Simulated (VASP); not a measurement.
The system is ZnS.

```
Zn S
1.0
     0.00000    2.70200    2.70200
     2.70200    0.00000    2.70200
     2.70200    2.70200    0.00000
Zn S
1 1
Cartesian
  1.3510 1.3510 1.3510
  0.0000 0.0000 0.0000
```

```yaml
Program: VASP 6.6.1
Task: relaxation of cell and atoms
Functional: LDA
Potentials_or_basis: VASP PAW LDA potentials, release 64 (Zn, S)
Cutoff: 350 eV
k_mesh: 6 × 6 × 6
Occupations: gaussian, width 0.02 eV
Spin: no spin polarisation
```

At the start: pressure -4.6 GPa; volume 19.73 Å³/atom.

Problem. How do energy, volume and symmetry change on relaxing?

Solution. Over 3 steps the energy falls by 17.3 meV/atom and the volume is 18.57 Å³/atom (-5.9 %); space group F-43m (No. 216, to 0.05 Å).

The path:
```csv
step,energy change (eV),largest force (eV/Å),pressure (GPa),volume (Å³)
1,0.0000,0.0000,-4.55,39.45
2,-0.0297,0.0000,2.00,36.34
3,-0.0347,0.0000,0.00,37.15
```

Final structure:
```yaml
crystal:
  lattice:
    - [0.00000, 2.64824, 2.64824]
    - [2.64824, 0.00000, 2.64824]
    - [2.64824, 2.64824, 0.00000]
  atoms:
    - { symbol: Zn, position: [0.25000, 0.25000, 0.25000] }
    - { symbol: S, position: [0.00000, 0.00000, 0.00000] }
```
